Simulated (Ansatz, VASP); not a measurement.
# Two plane-wave programs on LiCaF3

```
Ca F Li
1.0
     3.76124    0.00000    0.00000
     0.00000    3.76124    0.00000
     0.00000    0.00000    3.76124
Ca F Li
1 3 1
Direct
  0.00000 0.00000 0.00000
  0.50000 0.00000 0.50000
  0.50000 0.50000 0.00000
  0.00000 0.50000 0.50000
  0.50000 0.50000 0.50000
```

The cell comes from a database or a generator and needn't be the stable form of this composition.

Alike in both runs: functional PBE; k mesh 7 × 7 × 7; occupations fermi-dirac, width 0.05 eV; no spin polarisation.

|  | VASP | Ansatz |
| --- | --- | --- |
| version | VASP 6.6.1 | Ansatz 0.2.0 |
| potentials or method | VASP PAW PBE potentials, release 64 (Ca_sv, F, Li_sv) | Ansatz PAW |
| plane-wave cutoff (eV) | 520 | 420 |
| valence electrons in the cell | 34 | 34 |
| task | single point | projected density of states |

```csv
,VASP,Ansatz,Ansatz less VASP
gap on the k mesh at the Fermi level (eV),6.52,6.53,+0.007
least direct gap on the mesh (eV),6.59,6.60,+0.006
```

The functional is the same, so the differences come from potentials, cutoffs and numerics.

Caveats: an odd mesh through Γ misses points on the zone boundary, where band edges often lie (VASP); odd divisions of the mesh miss points on the zone boundary, where band edges often lie, so the gap on the mesh can be too wide (Ansatz); the density of states is complete only up to the lowest level of the last band computed (Ansatz).
